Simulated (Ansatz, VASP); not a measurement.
# CdS (Hawleyite): VASP beside Ansatz, part 2 of 2

One calculation is typed for both programs; each brings its own data sets. How far apart do they land? The cell is taken from a series of VASP runs on this material, whose earlier steps may have relaxed, scaled or displaced it; both programs get it as it stands. Other levels of theory on this material are compared in a session of their own. Valence electrons are named where the data sets of a main pair hold unlike numbers.

VASP 6.6.1 and Ansatz 0.2.0.

So far. Step 2 (VASP: band structure, PBE): The run ends at a pressure of 2.82 GPa.

## Step 6: VASP: band structure, r2SCAN

Level of this step: r2SCAN; plane waves and PAW (Cd, S) (VASP).

The same cell, functional, mesh and smearing now go to VASP, with its own data sets.

The input, INCAR:

```
SYSTEM = CdS
PREC = Accurate
ENCUT = 350
EDIFF = 1E-06
NELM = 100
ISMEAR = 0
SIGMA = 0.03
LREAL = .FALSE.
ALGO = Normal
METAGGA = R2SCAN
LASPH = .TRUE.
NBANDS = 21
LORBIT = 11
LWAVE = .FALSE.
LCHARG = .FALSE.
KPAR = 4
```

The input, POSCAR:

```
CdS
1.0
    0.0000000000      2.9165000000      2.9165000000
    2.9165000000      0.0000000000      2.9165000000
    2.9165000000      2.9165000000      0.0000000000
Cd S
1 1
Direct
    0.0000000000      0.0000000000      0.0000000000
    0.7500000000      0.7500000000      0.7500000000
```

The input, KPOINTS:

```
Automatic mesh
0
Gamma
6 6 6
0 0 0
```

The input, KPOINTS_OPT:

```
Line mode
10
Line-mode
Reciprocal
  0.00000000   0.00000000   0.00000000 GAMMA
  0.50000000   0.00000000   0.50000000 X

  0.50000000   0.00000000   0.50000000 X
  0.50000000   0.25000000   0.75000000 W

  0.50000000   0.25000000   0.75000000 W
  0.37500000   0.37500000   0.75000000 K

  0.37500000   0.37500000   0.75000000 K
  0.00000000   0.00000000   0.00000000 GAMMA

  0.00000000   0.00000000   0.00000000 GAMMA
  0.50000000   0.50000000   0.50000000 L

  0.50000000   0.50000000   0.50000000 L
  0.62500000   0.25000000   0.62500000 U

  0.62500000   0.25000000   0.62500000 U
  0.50000000   0.25000000   0.75000000 W

  0.50000000   0.25000000   0.75000000 W
  0.50000000   0.50000000   0.50000000 L

  0.50000000   0.50000000   0.50000000 L
  0.37500000   0.37500000   0.75000000 K

  0.62500000   0.25000000   0.62500000 U
  0.50000000   0.00000000   0.50000000 X
```

The projector-augmented-wave data sets are Cd and S (PBE family, release 64).

Started as:

```
> mpirun -np 4 vasp_std
```

Numbers of over 12 decimals in the logs are rounded to 6 here.

The program printed:

```text
[banner, memory and clock lines left out]
running    4 mpi-ranks, on    1 nodes
[...]
|                                                                             |
|               ----> ADVICE to this user running VASP <----                  |
|                                                                             |
|     You enforced a specific xc type in the INCAR file but a different       |
|     [... a line on the potential file left out ...]
|     I HOPE YOU KNOW WHAT YOU ARE DOING!                                     |
|                                                                             |

 LDA part: xc-table for (None), standard interpolation
 POSCAR, INCAR and KPOINTS ok, starting setup
[...]
entering main loop
       N       E                     dE             d eps       ncg     rms          rms(c)
DAV:   1     0.609817562631E+02    0.60982E+02   -0.71200E+03   736   0.578E+02
DAV:   2    -0.315007413078E+02   -0.92482E+02   -0.87337E+02   767   0.183E+02
[...]
DAV:  11    -0.296725257401E+02    0.39371E-04   -0.81249E-05   787   0.979E-02    0.971E-02
DAV:  12    -0.296725203651E+02    0.53751E-05   -0.72315E-05   762   0.776E-02    0.428E-02
DAV:  13    -0.296725199462E+02    0.41887E-06   -0.17541E-06   789   0.893E-03
   1 F= -.29672520E+02 E0= -.29672520E+02  d E =-.231118E-26
 Start KPOINTS_OPT (optional k-point list driver)
k-point batch [1-16\100]
       N       E                     dE             ncg
DAV:   1     0.536746621810E+01   -0.60108E+04      728
DAV:   2    -0.143127255645E+04   -0.14366E+04      767
DAV:   3    -0.148332349505E+04   -0.52051E+02      797
DAV:   4    -0.148356540251E+04   -0.24191E+00      772
DAV:   5    -0.148356747646E+04   -0.20740E-02      820
DAV:   6    -0.148356750152E+04   -0.25062E-04      808
DAV:   7    -0.148356750185E+04   -0.32647E-06      685
[...]
k-point batch [97-100\100]
       N       E                     dE             ncg
DAV:   1     0.615463260983E+04   -0.21426E+04      200
DAV:   2     0.581722093438E+04   -0.33741E+03      201
DAV:   3     0.580596875700E+04   -0.11252E+02      208
DAV:   4     0.580591727792E+04   -0.51479E-01      198
DAV:   5     0.580591684146E+04   -0.43646E-03      208
DAV:   6     0.580591683629E+04   -0.51725E-05      198
DAV:   7     0.580591683622E+04   -0.65258E-07      176
```

OUTCAR, selected parts (step 6):

```text
  Total        0.4291266      0.4291266      0.4291266      0.0000000      0.0000000      0.0000000
  in kB       13.8573469     13.8573469     13.8573469      0.0000000      0.0000000      0.0000000
  external PRESSURE =      13.8573469 kB  Pullay stress =       0.0000000 kB

  FREE ENERGIE OF THE ION-ELECTRON SYSTEM (eV)
  ---------------------------------------------------
  free  energy   TOTEN  =       -29.6725199462 eV

  energy  without entropy=      -29.6725199462  energy(sigma->0) =      -29.67251995

[... 3 parts as in an earlier step ...]

[... 1 further part left out ...]
[key lines of the parts left out:]
E-fermi :   1.2727
```

The PAW data sets were made with PBE, which is usual practice but a small mismatch for other functionals.

## Step 7: Side by side

What differs besides the data sets and the points named for the pairs above, as far as they apply: VASP keeps PBE cores, Ansatz makes them for the functional; the data sets hold 26 valence electrons in Ansatz (on its default PAW (the set named soft_2) files) and 18 in VASP; the cutoff is 500 eV in Ansatz and 350 eV in VASP. Total energies have different zeros and are not compared.

Compared:

| quantity | Ansatz | VASP | difference |
| --- | --- | --- | --- |
| pressure (GPa) | 1.47 | 1.39 | +0.09 |
| gap over the path points (eV) | 1.595 | 1.587 | +0.008 |

Levels at points of the path, from each program's valence-band top (eV; 4 filled, then empty):

| k (reciprocal lattice) | Ansatz | VASP |
| --- | --- | --- |
| 0.000 0.000 0.000 | -7.49 0.00 0.00 0.00 1.59 7.06 7.06 | -7.44 0.00 0.00 0.00 1.59 7.07 7.07 |
| 0.167 0.000 0.167 | -7.47 -1.41 -0.55 -0.55 3.18 5.96 7.85 | -7.42 -1.42 -0.55 -0.55 3.18 5.96 7.87 |
| 0.333 0.000 0.333 | -7.38 -3.09 -1.49 -1.49 4.20 4.90 8.81 | -7.33 -3.10 -1.50 -1.50 4.20 4.89 8.84 |
| 0.500 0.000 0.500 | -7.03 -3.97 -1.92 -1.92 3.85 4.76 9.76 | -6.99 -3.98 -1.93 -1.93 3.84 4.75 9.80 |
| 0.500 0.083 0.583 | -6.98 -3.96 -2.02 -2.00 4.19 5.01 9.46 | -6.94 -3.97 -2.03 -2.01 4.18 5.00 9.50 |
| 0.500 0.194 0.694 | -6.87 -3.91 -2.26 -2.21 5.35 5.77 8.28 | -6.82 -3.93 -2.27 -2.22 5.35 5.77 8.30 |
| 0.500 0.250 0.750 | -6.85 -3.90 -2.30 -2.25 5.72 5.96 7.79 | -6.80 -3.92 -2.32 -2.26 5.73 5.96 7.81 |
| 0.458 0.292 0.750 | -6.87 -3.91 -2.44 -2.00 5.41 5.92 8.03 | -6.82 -3.93 -2.46 -2.01 5.40 5.92 8.05 |
| 0.403 0.347 0.750 | -6.90 -3.94 -2.57 -1.62 4.71 5.89 8.79 | -6.85 -3.96 -2.58 -1.63 4.70 5.89 8.82 |
| 0.375 0.375 0.750 | -6.90 -3.94 -2.58 -1.56 4.60 5.88 8.94 | -6.86 -3.96 -2.60 -1.57 4.59 5.89 8.97 |

Among the levels compared at these points, filled levels agree within 52 meV and empty ones within 39 meV. Ansatz's pressure holds a Pulay correction of 0.05 GPa; VASP's holds none.

## Step 8: Outcome

```
largest difference of a filled level at the path points (band structure, PBE)    : 11 meV
largest difference of a filled level at the path points (band structure, r2SCAN) : 52 meV
```

In words: The largest difference of a filled level at the path points is 52 meV (band structure, r2SCAN), within the 80 meV picked in this series as the mark of a large difference. The data sets hold unlike numbers of valence electrons (26 in Ansatz and 18 in VASP), so part of the differences comes from the potentials. 7 further runs of this series are not shown here. Such differences can come from data sets, numerical settings and the points named under the comparisons, not from the functional's error against experiment.

[Lines on the potential files, build, host, timing and source positions are cut from VASP's logs without a mark.]

[Logs are printed without paths, hosts, clocks, repeated set-up lines and the standing remarks that a program may print on its own settings, such as how far it seeks lower states.]

[Hosts, paths, dates, database ids (printed as entryN), source tags and the programs' standing remarks are cut or masked in the printed files.]
